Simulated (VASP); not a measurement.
Consider the following.

```
BaS
1.0
    0.00000     3.22947     3.22947
    3.22947     0.00000     3.22947
    3.22947     3.22947     0.00000
Ba S
1 1
Direct
  0.00000   0.00000   0.00000
  0.50000   0.50000   0.50000
```

Level of theory: AM05 GGA, VASP's PBE PAW potentials (set 64) (plane waves; VASP). Settings: 520 eV cut-off, 7×7×7 Γ-centred mesh, Gaussian smearing of 0.050 eV, potentials Ba_sv S.

Task: Estimate the energy per atom (σ→0), pressure.

Result: 
```yaml
energy per atom (σ→0): -5.111 eV/atom
pressure: -1.21 GPa
```

Only differences to runs with the same potentials and settings are physical.

The compound is BaS in the rock salt structure. This cell is one point of a volume scan, at 1.03 of the reference volume.
